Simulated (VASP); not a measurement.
**HfC: energy against strain**

HfC (rock salt, Fm-3m, 12.214 Å³/atom and stress up to 0.20 GPa in the relaxed cell, cube axes along x, y and z) under a strain ε along a cube axis (axis z), the other axes held. PBEsol in VASP (plane waves, PAW), 600 eV, 16×16×16 Γ-centred mesh, Methfessel-Paxton smearing 0.10 eV; ions are relaxed, or left where forces stay under 0.02 eV/Å, within the symmetry of each cell.

Here s stands for strain and y for E less E0.

```
strain (%)  E less E0 (meV/atom)
----------  --------------------
-3.00                          ?
-1.50                       4.66
-1.00                       2.01
-0.50                       0.48
0.00                        0.00
0.50                        0.52
1.00                        1.99
1.50                        4.37
```

### Question
Fit y against s with a parabola, and predict the withheld value at s = -3.00.

### Answer
Least squares gives y = -0.003 - 0.0621·s + 2.0071·s². Residuals (row less fit): 0.054, -0.056, -0.050, 0.003, 0.052, 0.048, -0.050; standard error 0.063 (degrees of freedom: 4). Twice the quadratic coefficient over the volume, 2 × 2.0071 meV × 10⁴ × 0.1602 / 12.214 Å³, is the elastic constant C11 = about 530 GPa. At the withheld row, y = -0.003 - 0.0621 × (-3.0) + 2.0071 × (-3.0)² = 18.247 meV/atom. The calculation gives 20.20 meV/atom, 1.953 meV/atom above the prediction (9.7 % of the range of y in the table). The row lies outside the fitted rows, so this is an extrapolation. From the scatter of the fitted rows alone, a prediction at this place has a standard error of 0.242 meV/atom, so the miss is 8.1 times that.

A polynomial of degree 3 through the 12 other runs of the series gives 19.95 there, so most of the miss is curvature that the fit leaves out. In a metal these values are sensitive to mesh and smearing; energies are taken to zero smearing, stresses follow the free energy. Rows are the converged runs of the series near zero and its far end, less any whose ions stayed unrelaxed beside relaxed ones; series whose fitted rows scatter by over a few per cent of the range, as at a crossing or softening among them, aren't shown in this form. Most that stay on the fit to the last digits aren't either.
